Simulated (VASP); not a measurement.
A convergence study with VASP on Cu (fcc): a few settings are varied, all else stays as given below, so the limit is that of these other settings.

```
CELL_PARAMETERS angstrom
      0.00000     1.80500     1.80500
      1.80500     0.00000     1.80500
      1.80500     1.80500     0.00000
ATOMIC_POSITIONS crystal
  Cu 0.00000 0.00000 0.00000
```

The numbers are results of LDA (Ceperley-Alder, Perdew-Zunger), VASP's LDA PAW potentials (set 64) (plane waves; VASP), not measurements. The last row used: 550 eV cut-off, 25×25×25 Γ-centred mesh, second-order Methfessel-Paxton smearing of 0.40 eV, potentials Cu.

```csv
setting,E (eV/atom),pressure (GPa),irreducible k-points
"ISMEAR = -1, SIGMA = 0.01, 9×9×9 mesh",-4.6911,-11.09,35
"ISMEAR = -1, SIGMA = 0.1, 9×9×9 mesh",-4.6908,-11.16,35
"ISMEAR = 0, SIGMA = 0.01, 9×9×9 mesh",-4.6910,-11.09,35
"ISMEAR = 0, SIGMA = 0.1, 9×9×9 mesh",-4.6913,-11.09,35
"ISMEAR = 1, SIGMA = 0.01, 9×9×9 mesh",-4.6910,-11.09,35
"ISMEAR = 1, SIGMA = 0.2, 9×9×9 mesh",-4.6912,-11.08,35
"ISMEAR = 2, SIGMA = 0.05, 9×9×9 mesh",-4.6910,-11.09,35
"ISMEAR = 2, SIGMA = 0.2, 9×9×9 mesh",-4.6912,-11.07,35
"ISMEAR = -1, SIGMA = 0.01, 19×19×19 mesh",-4.6748,-11.29,220
"ISMEAR = -1, SIGMA = 0.2, 19×19×19 mesh",-4.6762,-10.98,220
"ISMEAR = 0, SIGMA = 0.01, 19×19×19 mesh",-4.6748,-11.30,220
"ISMEAR = 0, SIGMA = 0.2, 19×19×19 mesh",-4.6754,-11.17,220
"ISMEAR = 1, SIGMA = 0.01, 19×19×19 mesh",-4.6748,-11.30,220
"ISMEAR = 1, SIGMA = 0.4, 19×19×19 mesh",-4.6758,-11.17,220
"ISMEAR = 2, SIGMA = 0.05, 19×19×19 mesh",-4.6748,-11.29,220
"ISMEAR = 2, SIGMA = 0.4, 19×19×19 mesh",-4.6755,-11.19,220
"ISMEAR = -1, SIGMA = 0.05, 25×25×25 mesh",-4.6759,-11.14,455
"ISMEAR = -1, SIGMA = 0.2, 25×25×25 mesh",-4.6767,-10.98,455
"ISMEAR = 0, SIGMA = 0.05, 25×25×25 mesh",-4.6758,-11.16,455
"ISMEAR = 0, SIGMA = 0.2, 25×25×25 mesh",-4.6762,-11.13,455
"ISMEAR = 1, SIGMA = 0.05, 25×25×25 mesh",-4.6758,-11.16,455
"ISMEAR = 1, SIGMA = 0.4, 25×25×25 mesh",-4.6767,-11.14,455
"ISMEAR = 2, SIGMA = 0.1, 25×25×25 mesh",-4.6757,-11.16,455
"ISMEAR = 2, SIGMA = 0.4, 25×25×25 mesh",-4.6764,-11.14,455
```

Left out are rungs that failed or repeat a setting and relaxations that didn't move; long series are thinned to 24 rows.

The compound is Cu in the fcc structure. The cell was not relaxed at this level.
